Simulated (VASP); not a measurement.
**YP (relaxed from the CsCl type structure, space group Pm-3m): computed properties**

These are PBEsol GGA, VASP's PBE PAW potentials (set 64) (plane waves; VASP) values and carry that method's errors.

For YP, the space group comes out as Pm-3m (221) and the cell is a = b = c = 3.429 Å, α = β = γ = 90.00°. The volume per atom is 20.15 Å^3/atom and the band gap (over mesh and band path) is none (metal, semimetal or under 0.01 eV). The density is 4.94 g/cm³.

```cif
data_PY
_chemical_formula_sum 'Y1 P1'
_space_group_name_H-M_alt 'Pm-3m'
_space_group_IT_number 221
_space_group_name_Hall '-P 4 2 3'
_cell_length_a 3.42875
_cell_length_b 3.42875
_cell_length_c 3.42875
_cell_angle_alpha 90.000
_cell_angle_beta 90.000
_cell_angle_gamma 90.000
loop_
_atom_site_label
_atom_site_type_symbol
_atom_site_symmetry_multiplicity
_atom_site_Wyckoff_symbol
_atom_site_fract_x
_atom_site_fract_y
_atom_site_fract_z
_atom_site_occupancy
Y1 Y 1 a 0.00000 0.00000 0.00000 1
P1 P 1 b 0.50000 0.50000 0.50000 1
```

The structure was generated: YP was put into the CsCl type type (Pm-3m), which need not be its known phase. It was relaxed first, which changed the volume by -30 %. Symmetry was kept, so distortions that lower it aren't found.
